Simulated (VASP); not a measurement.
Input:

```
CELL_PARAMETERS angstrom
      0.00000     3.13551     3.13551
      3.13551     0.00000     3.13551
      3.13551     3.13551     0.00000
ATOMIC_POSITIONS crystal
  K  0.00000 0.00000 0.00000
  Cl 0.50000 0.50000 0.50000
```

Level of theory: PBE GGA with D3 dispersion (Becke-Johnson damping), VASP's PBE PAW potentials (set 64) (plane waves; VASP). Run with 520 eV cut-off, Gaussian smearing of 0.050 eV, potentials K_sv Cl.

Give the energies of bands 6 to 11 at the high-symmetry points, in eV from the valence-band maximum.

| band | Γ | X | U | L | W |
|---|---|---|---|---|---|
| 6 | 0.00 | -0.66 | -0.57 | -1.07 | -0.50 |
| 7 | 0.00 | -0.23 | -0.56 | -0.33 | -0.48 |
| 8 | 0.00 | -0.23 | -0.29 | -0.33 | -0.48 |
| 9 | 5.22 | 6.53 | 7.28 | 7.62 | 8.05 |
| 10 | 8.39 | 8.40 | 9.12 | 8.64 | 8.05 |
| 11 | 8.39 | 10.14 | 9.38 | 10.56 | 9.52 |

The gap is direct, 5.22 eV, from the valence maximum at Γ to the conduction minimum at Γ.

Measured: gap 8.50 eV (computed value off by -3.28 eV), as given by David Koller et al., Journal of Physics Condensed Matter (2013), arXiv:1304.4470.

The compound is KCl in the rock salt structure. It was relaxed first.
